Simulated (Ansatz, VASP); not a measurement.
# NaSnI3: VASP beside Ansatz, part 2 of 3

Wanted: the spread between two codes on one cell, functional and k mesh. The cell is generated by rule, not measured, and may not be a known phase. The cell is taken from a series of runs on this material, whose earlier steps may have relaxed, scaled, displaced or heated it; both programs get it as it stands.

VASP 6.6.1 and Ansatz 0.2.0.

So far: Starting point; Ansatz: zone-centre phonons, LDA.

## 3. VASP: zone-centre phonons, LDA

Level of this step: LDA; plane waves and PAW (Na_pv, Sn_d, I); invented cell (VASP).

The same cell, functional (in two slightly different forms), mesh and smearing now go to VASP, with its own data sets.

Lines of VASP's logs that name or quote its potential files are left out, and so is its time.

File INCAR:

```
SYSTEM = NaSnI3
PREC = Accurate
ENCUT = 500
EDIFF = 1E-08
NELM = 120
ISMEAR = 1
SIGMA = 0.15
LREAL = .FALSE.
ALGO = Normal
GGA = CA
NBANDS = 27
LORBIT = 11
LWAVE = .FALSE.
LCHARG = .FALSE.
ISIF = 2
IBRION = 8
LASPH = .TRUE.
GGA_COMPAT = .FALSE.
KPAR = 2
```

File POSCAR:

```
NaSnI3
1.0
    6.0100029661      0.0000000000      0.0000000000
    0.0000000000      6.0100029661      0.0000000000
    0.0000000000      0.0000000000      6.0100029661
Na Sn I
1 1 3
Direct
    0.0000000000      0.0000000000      0.0000000000
    0.5000000000      0.5000000000      0.5000000000
    0.5000000000      0.5000000000      0.0000000000
    0.5000000000      0.0000000000      0.5000000000
    0.0000000000      0.5000000000      0.5000000000
```

File KPOINTS:

```
Automatic mesh
0
Gamma
6 6 6
0 0 0
```

The projector-augmented-wave data sets are Na_pv, Sn_d and I (LDA family, release 64).

Command:

```bash
$ mpirun -np 2 vasp_std
```

The program printed:

```text
[banner, memory and clock lines left out]
running    2 mpi-ranks, on    1 nodes
 distrk:  each k-point on    1 cores,    2 groups
 distr:  one band on    1 cores,    1 groups

 POSCAR found type information on POSCAR NaSnI
 POSCAR found :  3 types and       5 ions
 LDA part: xc-table for (Slater(with rela. corr.)+CA(PZ))
 , standard interpolation
 POSCAR, INCAR and KPOINTS ok, starting setup
 FFT: planning ... GRIDC
 FFT: planning ... GRID_SOFT
 FFT: planning ... GRID
 WAVECAR not read
 entering main loop
       N       E                     dE             d eps       ncg     rms          rms(c)
DAV:   1     0.338136467175E+03    0.33814E+03   -0.18045E+04  1128   0.140E+03
DAV:   2     0.251669984165E+02   -0.31297E+03   -0.30462E+03  1246   0.322E+02
DAV:   3    -0.134319784793E+02   -0.38599E+02   -0.37939E+02  1271   0.126E+02
DAV:   4    -0.151663512287E+02   -0.17344E+01   -0.17288E+01  1332   0.283E+01
DAV:   5    -0.152205887689E+02   -0.54238E-01   -0.54217E-01  1574   0.506E+00    0.540E+00
DAV:   6    -0.149403668930E+02    0.28022E+00   -0.33707E-01  1282   0.320E+00    0.354E+00
DAV:   7    -0.148465916066E+02    0.93775E-01   -0.27099E-01  1291   0.224E+00    0.787E-01
DAV:   8    -0.148346111766E+02    0.11980E-01   -0.33908E-02  1300   0.129E+00    0.357E-01
DAV:   9    -0.148324754445E+02    0.21357E-02   -0.67721E-03  1226   0.527E-01    0.244E-01
DAV:  10    -0.148324198688E+02    0.55576E-04   -0.29564E-04  1319   0.131E-01    0.131E-01
DAV:  11    -0.148323857051E+02    0.34164E-04   -0.23548E-04  1414   0.125E-01    0.428E-02
DAV:  12    -0.148323813023E+02    0.44028E-05   -0.27588E-05  1315   0.325E-02    0.185E-02
DAV:  13    -0.148323812327E+02    0.69644E-07   -0.61377E-06  1394   0.207E-02    0.103E-02
DAV:  14    -0.148323811841E+02    0.48533E-07   -0.30709E-07  1375   0.361E-03    0.345E-03
DAV:  15    -0.148323811790E+02    0.51400E-08   -0.15248E-07  1413   0.315E-03    0.168E-03
DAV:  16    -0.148323811772E+02    0.18049E-08   -0.17691E-08   940   0.101E-03
   1 F= -.14832381E+02 E0= -.14832684E+02  d E =0.908776E-03
 Linear response reoptimize wavefunctions to high precision
DAV:   1    -0.148323811775E+02   -0.25830E-09   -0.24373E-09   812   0.365E-04
DAV:   2    -0.148323811775E+02    0.95497E-11   -0.38762E-10   681   0.176E-04
 Linear response DOF=           4
 Linear response progress:
  Degree of freedom:   1/  4
       N       E                     dE             d eps       ncg     rms          rms(c)
RMM:   1    -0.158629774680E+00   -0.15863E+00   -0.46658E-01  2510   0.233E+00
RMM:   2    -0.162296495455E+00   -0.36667E-02   -0.28286E-02  3456   0.515E-01    0.188E-02
RMM:   3    -0.162602449371E+00   -0.30595E-03   -0.23867E-03  3993   0.140E-01    0.899E-03
RMM:   4    -0.162611796256E+00   -0.93469E-05   -0.53233E-05  4032   0.281E-02    0.457E-03
RMM:   5    -0.162602409075E+00    0.93872E-05   -0.66997E-06  3654   0.117E-02    0.944E-04
RMM:   6    -0.162596151703E+00    0.62574E-05   -0.38110E-07  4124   0.299E-03    0.442E-04
RMM:   7    -0.162591502686E+00    0.46490E-05   -0.83685E-08  4343   0.135E-03    0.230E-04
RMM:   8    -0.162590948418E+00    0.55427E-06   -0.14816E-08  4403   0.500E-04    0.700E-05
RMM:   9    -0.162590479355E+00    0.46906E-06   -0.89579E-09  4550   0.244E-04    0.450E-05
RMM:  10    -0.162590379533E+00    0.99822E-07    0.18472E-09  4551   0.142E-04    0.109E-05
RMM:  11    -0.162590370379E+00    0.91536E-08    0.61072E-09  4666   0.889E-05    0.743E-06
 first order change of Fermi-energy   0.39740E-05
 force on displaced ion       1 direction 1 :   0.508  -0.000   0.000
 Linear response progress:
  Degree of freedom:   2/  4
       N       E                     dE             d eps       ncg     rms          rms(c)
RMM:   1    -0.222888876830E+00   -0.22289E+00    0.37651E-01  2740   0.886E+00
RMM:   2    -0.227928551317E+00   -0.50397E-02   -0.16541E-02  3641   0.622E-01    0.126E-01
RMM:   3    -0.227715756961E+00    0.21279E-03   -0.11204E-03  4007   0.170E-01    0.745E-02
RMM:   4    -0.227428650601E+00    0.28711E-03   -0.12844E-04  4050   0.579E-02    0.126E-02
RMM:   5    -0.227436303182E+00   -0.76526E-05   -0.13026E-05  4256   0.193E-02    0.479E-03
RMM:   6    -0.227449248434E+00   -0.12945E-04   -0.22679E-06  4169   0.700E-03    0.171E-03
RMM:   7    -0.227452319968E+00   -0.30715E-05   -0.52944E-07  4253   0.287E-03    0.100E-03
RMM:   8    -0.227452013846E+00    0.30612E-06   -0.77511E-08  4094   0.136E-03    0.178E-04
RMM:   9    -0.227452115397E+00   -0.10155E-06   -0.55838E-08  4349   0.680E-04    0.120E-04
RMM:  10    -0.227452132077E+00   -0.16680E-07   -0.55883E-08  4377   0.370E-04    0.778E-05
RMM:  11    -0.227452270565E+00   -0.13849E-06    0.44605E-09  4355   0.224E-04    0.448E-05
RMM:  12    -0.227452270059E+00    0.50597E-09    0.65530E-08  4273   0.147E-04    0.767E-06
 first order change of Fermi-energy  -0.56707E-03
 force on displaced ion       2 direction 1 :  -1.712  -0.000  -0.000
 Linear response progress:
  Degree of freedom:   3/  4
       N       E                     dE             d eps       ncg     rms          rms(c)
RMM:   1    -0.917099979169E-01   -0.91710E-01    0.54738E-02  6722   0.788E-01
RMM:   2    -0.914348225934E-01    0.27518E-03   -0.22818E-03  6676   0.190E-01    0.424E-02
RMM:   3    -0.915513377346E-01   -0.11652E-03   -0.17285E-04  6788   0.540E-02    0.127E-02
RMM:   4    -0.916322915417E-01   -0.80954E-04   -0.17859E-05  6640   0.167E-02    0.697E-03
RMM:   5    -0.917101031081E-01   -0.77812E-04   -0.65686E-06  6298   0.938E-03    0.209E-03
RMM:   6    -0.917003940681E-01    0.97090E-05   -0.41445E-07  6602   0.318E-03    0.513E-04
RMM:   7    -0.916991841283E-01    0.12099E-05   -0.39861E-08  6845   0.795E-04    0.381E-04
RMM:   8    -0.916993473893E-01   -0.16326E-06   -0.45168E-08  6322   0.308E-04    0.130E-04
RMM:   9    -0.916989607911E-01    0.38660E-06    0.44539E-07  6596   0.150E-04    0.445E-05
RMM:  10    -0.916989897136E-01   -0.28923E-07    0.19781E-07  6883   0.678E-05    0.209E-05
RMM:  11    -0.916990017130E-01   -0.11999E-07   -0.16202E-07  7023   0.323E-05    0.788E-06
RMM:  12    -0.916989980911E-01    0.36219E-08   -0.15262E-08  6653   0.227E-05    0.135E-06
 first order change of Fermi-energy  -0.68373E-04
 force on displaced ion       3 direction 1 :   0.098   0.000   0.000
 Linear response progress:
  Degree of freedom:   4/  4
       N       E                     dE             d eps       ncg     rms          rms(c)
RMM:   1    -0.904937439778E-01   -0.90494E-01    0.84988E-02  4354   0.888E-01
RMM:   2    -0.904533943110E-01    0.40350E-04   -0.34195E-03  4031   0.207E-01    0.102E-01
RMM:   3    -0.906550433240E-01   -0.20165E-03   -0.22302E-04  3996   0.652E-02    0.764E-02
RMM:   4    -0.909874106386E-01   -0.33237E-03   -0.73369E-05  3778   0.364E-02    0.740E-03
RMM:   5    -0.909534121859E-01    0.33998E-04   -0.46048E-06  4058   0.118E-02    0.419E-03
RMM:   6    -0.909495939244E-01    0.38183E-05   -0.35228E-07  4222   0.304E-03    0.165E-03
RMM:   7    -0.909526526428E-01   -0.30587E-05   -0.59005E-08  4242   0.916E-04    0.255E-04
RMM:   8    -0.909526001340E-01    0.52509E-07   -0.11265E-07  4061   0.317E-04    0.940E-05
RMM:   9    -0.909522734907E-01    0.32664E-06    0.93700E-08  4296   0.118E-04    0.430E-05
RMM:  10    -0.909522026331E-01    0.70858E-07   -0.15236E-07  4155   0.489E-05    0.141E-05
RMM:  11    -0.909521846255E-01    0.18008E-07   -0.11939E-07  4252   0.270E-05    0.849E-06
RMM:  12    -0.909522027523E-01   -0.18127E-07   -0.55931E-08  3986   0.187E-05    0.239E-06
RMM:  13    -0.909522048006E-01   -0.20483E-08    0.11461E-09  3329   0.163E-05    0.374E-07
 first order change of Fermi-energy   0.12356E-02
 force on displaced ion       3 direction 3 :  -0.000   0.000  -2.561
 Linear response finished
```

(Continued in part 3 of 3.)

[Lines on the potential files, build, host, timing and source positions are cut from VASP's logs without a mark.]

[Logs are printed without paths, hosts, clocks, repeated set-up lines and the standing remarks that a program may print on its own settings, such as how far it seeks lower states.]

[Hosts, paths, dates, database ids (printed as entryN), source tags and the programs' standing remarks are cut or masked in the printed files.]
